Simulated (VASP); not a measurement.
A VASP calculation is set up with these files.

### INCAR
```
! general
SYSTEM = P
PREC   = Accurate
ENCUT  = 400
LREAL  = Auto
LASPH  = .TRUE.

! electronic loop
EDIFF  = 1E-6
NELM   = 100
ALGO   = Normal

! smearing
ISMEAR = 0
SIGMA  = 0.05

! functional
GGA    = PE

! ions
ISIF   = 2

! output
LWAVE  = .FALSE.
LCHARG = .FALSE.
```

File KPOINTS:
```
Automatic mesh
0
Gamma
6 6 5
0 0 0
```

File POSCAR:
```
P
1
    1.6623170000    -5.1282310000     0.0000000000
    1.6623170000     5.1282310000     0.0000000000
    0.0000000000     0.0000000000     4.4100630000
P
4
Direct
  0.1017000000   0.8983000000   0.9194000000
  0.3983000000   0.6017000000   0.4194000000
  0.6017000000   0.3983000000   0.5806000000
  0.9054840000   0.1088840000   0.0806000000
```

POTCAR, in this order: P (PBE.64 set). Program: vasp_std.

Task: Write an equivalent input for Ansatz.

Result: One equivalent input (not run):
Ansatz 0.2 input:
```yaml
crystal:
  lattice:
    - [1.6623170, -5.1282310, 0.0000000]
    - [1.6623170, 5.1282310, 0.0000000]
    - [0.0000000, 0.0000000, 4.4100630]
  atoms:
    - { symbol: P, position: [0.1017000, 0.8983000, 0.9194000] }
    - { symbol: P, position: [0.3983000, 0.6017000, 0.4194000] }
    - { symbol: P, position: [0.6017000, 0.3983000, 0.5806000] }
    - { symbol: P, position: [0.9054840, 0.1088840, 0.0806000] }
kpoints:
  mp_grid: { grid: [6, 6, 5] }
hamiltonian:
  xc: pbe
  pseudopotentials: { kind: paw }
scf:
  occupations: { method: gaussian, width: 0.05 }
  max_iter: 100
output: { forces: true, stress: true, eigenvalues: true }
```
Limits of the translation: each code has its own PAW files, so the cut-off isn't converted (ENCUT is set for VASP's; basis.ecutwfc is left out, and Ansatz then takes the one that its files recommend); Ansatz stops its SCF on the density residual and VASP on the energy change (EDIFF).

The compound is P in the black structure. The cell was not relaxed at this level, atoms are displaced from their ideal sites. The k-mesh is coarse (spacing up to 0.33 per Å, 2π included), so the numbers may not be converged in it. The run is one of a series of settings (LREAL = Auto against the base run), some of them coarse on purpose.
